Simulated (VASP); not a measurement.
Input:

```xyz
6
Lattice="4.7010 0.0000 0.0000 -2.3505 4.0712 0.0000 0.0000 0.0000 7.5431" Properties=species:S:1:pos:R:3 pbc="T T T"
Li     0.0000     2.7141     4.8728
Li     2.3505     1.3571     2.6703
Li     0.0000     0.0000     3.7715
La     0.0000     0.0000     0.0000
Bi     0.0000     2.7141     1.9291
Bi     2.3505     1.3571     5.6140
```

All values below come from LDA (Ceperley-Alder, Perdew-Zunger), VASP's LDA PAW potentials (set 64) (plane waves; VASP). Settings: 400 eV cut-off, 8×8×4 Γ-centred mesh, Gaussian smearing of 0.20 eV, potentials Li_sv La Bi_d.

At this cut-off the stress carries a Pulay error, which pulls relaxed volumes low.

Which forces act on the atoms, in eV/Å?

| atom | Fx | Fy | Fz |
|---|---|---|---|
| Li1 | 0.000 | 0.000 | -0.024 |
| Li2 | 0.000 | 0.000 | 0.024 |
| Li3 | 0.000 | 0.000 | 0.000 |
| La4 | 0.000 | 0.000 | 0.000 |
| Bi5 | 0.000 | 0.000 | -0.069 |
| Bi6 | 0.000 | 0.000 | 0.069 |

Give the stress tensor in GPa (positive for a compressed cell).

```
-3.12   0.00   0.00
 0.00  -3.12   0.00
 0.00   0.00  -3.43
```
The pressure is its mean diagonal, -3.23 GPa.

The structure comes from a measured Li3LaBi2 entry of the Crystallography Open Database, whose conditions weren't checked. The cell was not relaxed at this level.
